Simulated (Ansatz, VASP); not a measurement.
## AlN in two plane-wave programs

One calculation is typed for both programs; each brings its own data sets. How far apart do they land? The structure shown is the end of the Ansatz relaxation below.

Program: Ansatz 0.2.0. Level of theory: plane waves, with VASP 6.6.1 beside it; single point at PBE. Results are calculated unless marked as measured.

### Step 1. The starting structure

It takes space group P6_3mc (No. 186, hexagonal). Conventional cell: a = 3.115 Å, b = 3.115 Å, c = 4.990 Å, α = 90.00°, β = 90.00°, γ = 120.00°. Nearest to Al lie 4 N at 1.89 to 1.91 Å. Nearest to N lie 4 Al at 1.89 to 1.91 Å. Farther neighbours and most contacts between anions are not listed.

### Step 2. Ansatz: relaxation, PBE

Ansatz runs on its default PAW (the set named soft_2) files.

This run makes the geometry at which the two programs are then compared.

input.yaml reads:

```yaml
crystal:
  lattice:
    - [3.1145072106, 0.0, 0.0]
    - [-1.5572536053, 2.6972423646, 0.0]
    - [0.0, 0.0, 4.9927605019]
  atoms:
    - { symbol: Al, position: [0.3333333333, 0.6666666667, -0.0007695063] }
    - { symbol: Al, position: [0.6666666667, 0.3333333333, 0.4992304937] }
    - { symbol: "N", position: [0.3333333333, 0.6666666667, 0.3807695063] }
    - { symbol: "N", position: [0.6666666667, 0.3333333333, 0.8807695063] }
kpoints:
  mp_grid: { grid: [9, 9, 4] }
hamiltonian:
  xc: pbe
scf:
  occupations: { method: fixed }
output:
  forces: true
  stress: true
  eigenvalues: true
relax:
  adjacent_minimum: "off"
  f_tol: 0.001
  max_steps: 60
  cell: { stress_tol: 0.01, fix: [volume] }
```

The run is started by

```sh
ansatz run input.yaml --threads 4 --pin off --max-ram 7168MiB --backend cpu --events-out ev --progress --plain --runs-dir out
```

Numbers of over 12 decimals in the logs are rounded to 6 here.

The program printed:

```text
Engine: ansatz 0.2.0, aarch64-unknown-linux-gnu
Pseudopotentials: kind: paw
Pseudopotential: Al, paw, valence charge 3, recommended cutoff 420 eV (normal), Al.paw.azcp
Pseudopotential: N, paw, valence charge 5, recommended cutoff 420 eV (normal), N.paw.azcp
Functional definition: PBE
  parameter kappa = 0.804
  parameter beta = 0.066725
  exchange = pbe_x(kappa = kappa, mu = beta*pi^2/3)
  correlation = pbe_c(beta = beta)
Crystal: 4 atoms, lattice volume = 41.942 Å³
Basis set: ecut = 420 eV, 833 PW (Γ), exchange–correlation on 48×48×72 points (8 copies of the dense FFT grid, shifted against one another)
Bands: 12, of which v1, the nominal top of the filled ones, is band 8 counted from 1 (7 counted from 0)
Symmetry: 12 space group operations
Space group: P63mc (ITA 186), of the structure as read, at distance tolerance 3.5e-5 Å
k-points: 36 of 324 (time reversal used)
Non-local potential: Al, projectors of the file, l = 0: 2, l = 1: 2, l = 2: 1
Non-local potential: N, projectors of the file, l = 0: 2, l = 1: 2, l = 2: 1
PAW form: soft (Blöchl's): semilocal exchange-correlation on the pseudo side does not see the compensation charge
PAW one-centre angular grid: Al, 110 points (default); XC on 64 Gauss nodes
PAW one-centre angular grid: N, 110 points (default); XC on 64 Gauss nodes
Initial density: superposition of atomic densities (neutral atoms: chi_scale 0, normalization atom), corrected by the library's trained network
Initial wavefunctions: pseudopotential atomic-orbital guess
Functional: x = pbe(κ = 0.804, μ = 0.219515), c = pbe(β = 0.066725)
SCF iter   1: F=—  HF=-1848.501864 eV  |F-HF|=—  |Δ(HF+E_count)|=         —  Δρ=8.28e-4  dr2=1.41e-4  ethr=1.77e-3  ⟨swp⟩=4.8  Hψ=2379  notcnv=0  defer=63
preconditioner: auto → none  [insulator: Δε(μ)=4.162 eV  Ē_g=13.099 eV  n_scr=2 (ndim 8)  ℏωp=22.9 eV  f_vac=0.000  ε∞_Penn≈4.1]
SCF iter   2: F=—  HF=-1848.502161 eV  |F-HF|=—  |Δ(HF+E_count)|=   2.97e-4  Δρ=4.27e-4  dr2=2.33e-5  ethr=8.80e-7  ⟨swp⟩=2.2  Hψ=1072  notcnv=0  defer=72
SCF iter   3: F=—  HF=-1848.501998 eV  |F-HF|=—  |Δ(HF+E_count)|=   1.63e-4  Δρ=1.87e-4  dr2=5.63e-6  ethr=1.46e-7  ⟨swp⟩=2.0  Hψ=651  notcnv=0  defer=26
iter 4 did not close the SCF: its close was put off for the readings that it lacked (scf_convergence_deferred on its scf_iter line)
SCF iter   4: F=-1848.502015 eV  HF=-1848.502015 eV  |F-HF|=3.62e-8  |Δ(HF+E_count)|=   1.74e-5  Δρ=1.49e-5  dr2=4.63e-8  ethr=3.52e-8  ⟨swp⟩=2.0  Hψ=720  notcnv=0  defer=72
iter 5 did not close the SCF: its close was put off for the readings that it lacked (scf_convergence_deferred on its scf_iter line)
SCF iter   5: F=-1848.502015 eV  HF=-1848.502015 eV  |F-HF|=3.71e-9  |Δ(HF+E_count)|=   4.53e-8  Δρ=3.44e-6  dr2=2.08e-9  ethr=2.89e-10  ⟨swp⟩=2.7  Hψ=772  notcnv=0  defer=72
SCF iter   6: F=-1848.502015 eV  HF=-1848.502015 eV  |F-HF|=2.96e-11  |Δ(HF+E_count)|=   4.12e-9  Δρ=3.86e-7  dr2=3.25e-11  ethr=1.30e-11  ⟨swp⟩=4.1  Hψ=2376  notcnv=0
SCF 1 converged in 6 iterations: F = -1848.502015 eV  dr2 = 3.25e-11
  greatest PAW one-centre occupation: 0.788 electrons in one spin orbital (limit 2), on the N atom at site 3 (counted from 0), in its partial waves of l = 0
relax step   1: F+E_penalty+E_count = -1848.50201507 eV  Δ(F+E_penalty+E_count) = +0.000e0 eV  max|allowed force component| = 5.670e-3 eV/Å  Δτ_max = 0.0000 Å  P = +3.016 GPa  Ω = 41.942 Å³  fix = [volume]  reactions: volume +3.016 GPa  (6 SCF iters, dr2 threshold 1.00e-7 eV, accepted)
[...]
relax step   2: F+E_penalty+E_count = -1848.50203601 eV  Δ(F+E_penalty+E_count) = -2.094e-5 eV  max|allowed force component| = 4.073e-3 eV/Å  Δτ_max = 0.0004 Å  P = +3.007 GPa  Ω = 41.942 Å³  energy of the carried Pulay correction = +5.634e-16 eV  fix = [volume]  reactions: volume +3.007 GPa  (3 SCF iters, dr2 threshold 4.39e-8 eV, accepted)
[...]
relax step   3: F+E_penalty+E_count = -1848.50203818 eV  Δ(F+E_penalty+E_count) = -2.164e-6 eV  max|allowed force component| = 2.434e-3 eV/Å  Δτ_max = 0.0002 Å  P = +3.004 GPa  Ω = 41.942 Å³  energy of the carried Pulay correction = +1.950e-15 eV  fix = [volume]  reactions: volume +3.004 GPa  (4 SCF iters, dr2 threshold 1.04e-9 eV, accepted)
[...]
relax step   4: F+E_penalty+E_count = -1848.50203866 eV  Δ(F+E_penalty+E_count) = -4.825e-7 eV  max|allowed force component| = 4.054e-5 eV/Å  Δτ_max = 0.0001 Å  P = +3.004 GPa  Ω = 41.942 Å³  energy of the carried Pulay correction = +1.777e-15 eV  fix = [volume]  reactions: volume +3.004 GPa  (3 SCF iters, dr2 threshold 1.03e-9 eV, accepted)
[...]
relax step   5: F+E_penalty+E_count = -1848.50205914 eV  Δ(F+E_penalty+E_count) = -2.048e-5 eV  max|allowed force component| = 3.522e-5 eV/Å  Δτ_max = 0.0000 Å  P = +3.004 GPa  Ω = 41.942 Å³  fix = [volume]  reactions: volume +3.004 GPa  stress off target by 8.02e-3 GPa on what of the cell is left free  SCF on the basis re-selected at this cell (its energy is not comparable with the rows above)  (6 SCF iters)
basis re-selected at this cell: Δ(F+E_penalty+E_count) = -2.048e-5 eV, ΔP = +0.000 GPa vs the last step (what re-selecting the basis moved, of the pressure what is left beyond the Pulay correction that the steps carried, after the strain that the cell walked since its last selection, with what the two solves' SCF thresholds leave and, on support functions, any second-order correction that the steps lacked; it is no m [...]
SCF converged after 6 iterations
Free energy (F): -1848.502059 eV
Harris-Foulkes:  -1848.502059 eV  (|F-HF|=1.14e-12)
Internal energy: -1848.502059 eV  (E = F + TS)
E sigma→0 (E₀):  -1848.502059 eV
Fermi energy:    7.109537 eV
--- Per-component energies (eV) ---
  E_band       = 29.916423
  E_kinetic    = 318.650419
  E_local      = -448.853307  (includes V_loc(G=0)·N_el)
  E_nonlocal   = 110.778043
  E_hartree    = 155.851347
  E_xc         = -203.638517
  E_vxc        = -215.882564  (∫ρ·V_xc dr)
  E_paw        = -1190.273565  (= ΣΔE_a)
  E_vpaw       = -46.479052  (= ΣTr[D̂ρ^β])
  E_aug_tail   = 0.000195  (compensation charges beyond the density's cutoff)
  E_ewald      = -591.016675
  E_smearing   = -0.000000  (= −TS)
  E_closure    = -0.000000  (closes the sum)
  Σ components = -1848.502059   (vs F -1848.502059, Δ=0.00e0)
--- Forces (eV/Å), atoms counted from 1 ---
  atom   1  Al     0.00000000     0.00000000     0.00002749
  atom   2  Al     0.00000000    -0.00000000     0.00002749
  atom   3  N      0.00000000    -0.00000000    -0.00004296
  atom   4  N     -0.00000000     0.00000000    -0.00004296
  max |Σ_I F_I| component: 3.09e-5 eV/Å
--- Stress (GPa, compression-positive) ---
        3.008090       0.000000       0.000000
       -0.000000       3.008090       0.000000
       -0.000000       0.000000       2.996063
  P = ⅓ Tr σ = 3.0041 GPa (30.041 kbar)
--- Band table (eV; the first three rows and the last of 36) ---
  k-point 0: bands = [... 4 lower, 6.2478, 6.8934, 6.8934, 7.1095, 11.2690, 13.7388, 17.6847, 18.2386]
  k-point 1: bands = [... 4 lower, 6.3378, 6.3378, 6.7944, 6.7944, 12.2339, 13.8558, 17.3513, 18.2081]
  k-point 2: bands = [... 4 lower, 6.5613, 6.5613, 6.5613, 6.5613, 13.5376, 13.5376, 17.4062, 17.4062]
  k-point 35: bands = [... 4 lower, 3.2694, 3.2694, 6.3178, 6.3178, 14.5117, 14.5117, 14.9100, 14.9100]
--- Relaxed structure (4 steps of the walk, 4 accepted, 1 SCFs on fresh bases) ---
  F+E_penalty+E_count = -1848.50205914 eV   max|allowed force component| = 3.522e-5 eV/Å   (the final SCF, on the basis selected at the relaxed cell)
  cell:  # Å, volume = 41.9421 Å³
    - [3.115472, 0.0, 0]
    - [-1.557736, 2.698078, 0]
    - [0, 0, 4.989669]
  atoms:
    - { symbol: Al, position: [0.333333, 0.666667, -0.000902347] }
    - { symbol: Al, position: [0.666667, 0.333333, 0.499098] }
    - { symbol: N, position: [0.333333, 0.666667, 0.380902] }
    - { symbol: N, position: [0.666667, 0.333333, 0.880902] }
```

Reading the cycles: dr2 is the Hartree energy of the density residual (eV), the measure of convergence; HF is the Harris–Foulkes estimate of the energy, which meets the free energy F at convergence.

### Step 3. VASP: single point, PBE, pair 1

The same cell, functional and mesh now go to VASP, with its own data sets.

Lines of VASP's logs that name or quote its potential files are left out, and so is its time.

INCAR reads:

```
SYSTEM = AlN
PREC = Accurate
ENCUT = 600
EDIFF = 1E-06
NELM = 120
ISMEAR = 0
SIGMA = 0.01
LREAL = .FALSE.
ALGO = Normal
GGA = PE
NBANDS = 14
LORBIT = 11
LWAVE = .FALSE.
LCHARG = .FALSE.
ISIF = 2
LASPH = .TRUE.
GGA_COMPAT = .FALSE.
EFERMI = MIDGAP
```

POSCAR reads:

```
AlN
1.0
    3.1154717995      0.0000000000      0.0000000000
   -1.5577358998      2.6980777232      0.0000000000
    0.0000000000      0.0000000000      4.9896693385
Al N
2 2
Direct
    0.3333333333      0.6666666667      0.9990976527
    0.6666666667      0.3333333333      0.4990976527
    0.3333333333      0.6666666667      0.3809023473
    0.6666666667      0.3333333333      0.8809023473
```

KPOINTS reads:

```
Automatic mesh
0
Gamma
9 9 4
0 0 0
```

PAW data sets: Al and N (PBE family, release 64).

The run is started by

```sh
mpirun -np 1 vasp_std
```

The program printed:

```text
[banner, memory and clock lines left out]
running    1 mpi-ranks, on    1 nodes
 distrk:  each k-point on    1 cores,    1 groups
 distr:  one band on    1 cores,    1 groups

 POSCAR found type information on POSCAR AlN
 POSCAR found :  2 types and       4 ions
 LDA part: xc-table for (Slater+PW92), standard interpolation
 POSCAR, INCAR and KPOINTS ok, starting setup
 FFT: planning ... GRIDC
 FFT: planning ... GRID_SOFT
 FFT: planning ... GRID
 WAVECAR not read
 entering main loop
       N       E                     dE             d eps       ncg     rms          rms(c)
DAV:   1     0.474131008457E+02    0.47413E+02   -0.80648E+03  1016   0.114E+03
DAV:   2    -0.304308578769E+02   -0.77844E+02   -0.70485E+02  1382   0.223E+02
DAV:   3    -0.344816458236E+02   -0.40508E+01   -0.40349E+01  1392   0.539E+01
DAV:   4    -0.345110221484E+02   -0.29376E-01   -0.29374E-01  1122   0.499E+00
DAV:   5    -0.345113989030E+02   -0.37675E-03   -0.37673E-03  1374   0.568E-01    0.121E+01
DAV:   6    -0.297570555070E+02    0.47543E+01   -0.13135E+01  1284   0.284E+01    0.418E+00
DAV:   7    -0.297903499560E+02   -0.33294E-01   -0.80192E-01  1110   0.656E+00    0.291E+00
DAV:   8    -0.297836896130E+02    0.66603E-02   -0.75791E-02  1176   0.281E+00    0.539E-01
DAV:   9    -0.297777854629E+02    0.59042E-02   -0.18865E-02  1344   0.102E+00    0.248E-01
DAV:  10    -0.297784861141E+02   -0.70065E-03   -0.33163E-03  1170   0.394E-01    0.153E-01
DAV:  11    -0.297783402364E+02    0.14588E-03   -0.38811E-04  1284   0.157E-01    0.352E-02
DAV:  12    -0.297783434519E+02   -0.32154E-05   -0.17087E-05  1176   0.373E-02    0.923E-03
DAV:  13    -0.297783432888E+02    0.16311E-06   -0.88898E-06  1302   0.242E-02
   1 F= -.29778343E+02 E0= -.29778343E+02  d E =0.000000E+00
```

From OUTCAR (step 3):

```text
ion  position               nearest neighbor table
   1  0.333  0.667  0.999-   4 1.89   4 1.89   4 1.89   3 1.91   2 3.08   2 3.08   2 3.08   2 3.08
                             2 3.08   2 3.08
   2  0.667  0.333  0.499-   3 1.89   3 1.89   3 1.89   4 1.91   1 3.08   1 3.08   1 3.08   1 3.08
                             1 3.08   1 3.08
   3  0.333  0.667  0.381-   2 1.89   2 1.89   2 1.89   1 1.91
   4  0.667  0.333  0.881-   1 1.89   1 1.89   1 1.89   2 1.91

  LATTYP: Found a hexagonal cell.
 ALAT       =     3.1154717995
 C/A-ratio  =     1.6015774366

 Subroutine GETGRP returns: Found 12 space group operations
 (whereof  6 operations were pure point group operations)

The static configuration has the point symmetry C_3v.
 The point group associated with its full space group is C_6v.

 Found     36 irreducible k-points:

   k-points           NKPTS =     36   k-points in BZ     NKDIM =     36   number of bands    NBANDS=     14

   dimension x,y,z NGX =    28 NGY =   28 NGZ =   40
   dimension x,y,z NGXF=    56 NGYF=   56 NGZF=   80

   ENCUT  =  600.0 eV  44.10 Ry    6.64 a.u.   6.22  6.22  9.97*2*pi/ulx,y,z

   NELECT =      16.0000    total number of electrons

 k-points in reciprocal lattice and weights: Automatic mesh
   0.00000000  0.00000000  0.00000000       0.003
   0.11111111  0.00000000  0.00000000       0.019
   0.22222222  0.00000000  0.00000000       0.019
   0.33333333 -0.00000000  0.00000000       0.019
   0.44444444  0.00000000  0.00000000       0.019
   0.11111111  0.11111111  0.00000000       0.019
   0.22222222  0.11111111  0.00000000       0.037
   0.33333333  0.11111111  0.00000000       0.037
   0.44444444  0.11111111  0.00000000       0.019
[...]
0.33333333  0.22222222  0.50000000       0.037
   0.33333333  0.33333333  0.50000000       0.006

 average (electrostatic) potential at core
       1 -71.7217       2 -71.7217       3 -59.9764       4 -59.9764

 E-fermi :   8.2000

 k-point     1 :       0.0000    0.0000    0.0000
  band No.  band energies     occupation
    ...
      4       5.2502      2.00000
      5       5.2502      2.00000
      6       5.8990      2.00000
      7       5.8990      2.00000
      8       6.1152      2.00000
      9      10.2849      0.00000
     10      12.7397      0.00000
     11      16.6940      0.00000
     12      17.2358      0.00000
     13      17.2358      0.00000
    ...

 k-point     2 :       0.1111    0.0000    0.0000
  band No.  band energies     occupation
    ...
      4       4.5487      2.00000
      5       5.0538      2.00000
      6       5.2212      2.00000
      7       5.8709      2.00000
      8       6.0444      2.00000
      9      10.9716      0.00000
     10      13.3472      0.00000
     11      16.0465      0.00000
     12      16.3123      0.00000
     13      17.6829      0.00000
    ...

 k-point     3 :       0.2222    0.0000    0.0000
  band No.  band energies     occupation
    ...
      4       3.0538      2.00000
      5       3.9690      2.00000
      6       4.6497      2.00000
      7       5.7408      2.00000
      8       5.7833      2.00000
      9      12.0878      0.00000
     10      13.8614      0.00000
     11      14.4846      0.00000
     12      15.9215      0.00000
     13      17.8707      0.00000
    ...

  Total        0.6846230      0.6846230      0.6980012     -0.0000000      0.0000000      0.0000000
  in kB       26.1524274     26.1524274     26.6634736     -0.0000000      0.0000000      0.0000000
  external PRESSURE =      26.3227761 kB  Pullay stress =       0.0000000 kB

  energy-cutoff  :      600.00
  volume of cell :       41.94
      direct lattice vectors                 reciprocal lattice vectors
     3.115471799  0.000000000  0.000000000     0.320978672  0.185317123  0.000000000
    -1.557735900  2.698077723  0.000000000     0.000000000  0.370634245  0.000000000
     0.000000000  0.000000000  4.989669338     0.000000000  0.000000000  0.200414082

 POSITION                                       TOTAL-FORCE (eV/Angst)
 -----------------------------------------------------------------------------------
     -0.00000      1.79872      4.98517        -0.000000     -0.000000      0.000714
      1.55774      0.89936      2.49033        -0.000000      0.000000      0.000714
     -0.00000      1.79872      1.90058        -0.000000      0.000000     -0.000714
      1.55774      0.89936      4.39541         0.000000      0.000000     -0.000714
 -----------------------------------------------------------------------------------
    total drift:                               -0.000000      0.000000      0.000412

  FREE ENERGIE OF THE ION-ELECTRON SYSTEM (eV)
  ---------------------------------------------------
  free  energy   TOTEN  =       -29.7783432888 eV

  energy  without entropy=      -29.7783432888  energy(sigma->0) =      -29.77834329

 total charge
# of ion       s       p       d       tot
------------------------------------------
    1        0.368   0.438   0.000   0.806
    2        0.368   0.438   0.000   0.806
    3        1.220   2.630   0.000   3.849
    4        1.220   2.630   0.000   3.849
--------------------------------------------------
tot          3.175   6.136   0.000   9.311

[... 3 further parts left out ...]
```

The run ends at a pressure of 2.63 GPa, with forces up to 7.1e-4 eV/Å.

[end of part 1 of 2]

[Lines on the potential files, build, host, timing and source positions are cut from VASP's logs without a mark.]

[Logs are printed without paths, hosts, clocks, repeated set-up lines and the standing remarks that a program may print on its own settings, such as how far it seeks lower states.]

[Hosts, paths, dates, database ids (printed as entryN), source tags and the programs' standing remarks are cut or masked in the printed files.]
